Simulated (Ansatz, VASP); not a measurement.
## Rb2ZnF4 (P1, 7 atoms in the cell) computed with different codes at matched settings

Self-consistent single point.

```
Rb2ZnF4
1.0
   -2.06141     2.06141     6.84127
    2.06141    -2.06141     6.84127
    2.06141     2.06141    -6.84127
Rb Zn F
2 1 4
Direct
  0.34352   0.36052   0.99818
  0.64329   0.64625   0.99339
  0.99802   0.99519   0.99702
  0.15429   0.14865   0.00652
  0.85266   0.84699   0.99677
  0.50617   0.99999   0.50361
  0.00205   0.50240   0.50450
```

Shared settings, as Ansatz (a program for electronic structure) writes them: kpoints.mp_grid.grid = 3 3 4; magnetization.spin_orbit = true; scf.occupations.method = fixed. Potentials and cutoffs stand in the table.

| code | model | pressure (GPa) | largest force (eV/Å) | gap on the mesh (eV) | cutoff |
|---|---|---|---|---|---|
| Ansatz | LDA (PW92) with spin-orbit coupling, PAW files made with PBE | -4.38 | 0.309 | 4.155 | 420 eV |
| VASP | LDA (PZ), spin-orbit coupling, VASP's LDA PAW potentials (set 64) | -9.97 | 0.326 | 4.145 | 400 eV |

Size of the force on each atom (eV/Å): Sizes of forces hide their directions.

| code | Rb1 | Rb2 | Zn3 | F4 | F5 | F6 | F7 |
|---|---|---|---|---|---|---|---|
| Ansatz | 0.173 | 0.220 | 0.309 | 0.300 | 0.218 | 0.141 | 0.142 |
| VASP | 0.165 | 0.209 | 0.326 | 0.278 | 0.185 | 0.149 | 0.152 |

Gaps are read on the mesh.

The spread over the programs that give each value: pressure within 5.59 GPa; largest force within 0.017 eV/Å; gap on the mesh within 0.010 eV.

Ansatz's pressure is given at a fixed set of plane waves, as the other plane-wave codes print theirs; with its correction for the finite basis it is -3.98 GPa (the shift of 0.40 GPa shows how far the cutoff is from converged). The same LDA comes in different parametrisations, which differ slightly.

VASP's run is marked for a possible Pulay error in its stress at this cutoff; no cutoff test was made.

VASP ran the fixed occupations as a Gaussian smearing of 0.01 eV.

The starting cell comes from a database of computed structures (which also holds hypothetical and non-ambient phases and stackings), without a prior relaxation at this level. Its atoms were displaced at random from the sites of space group no. 139.

Keys are those of Ansatz 0.2.
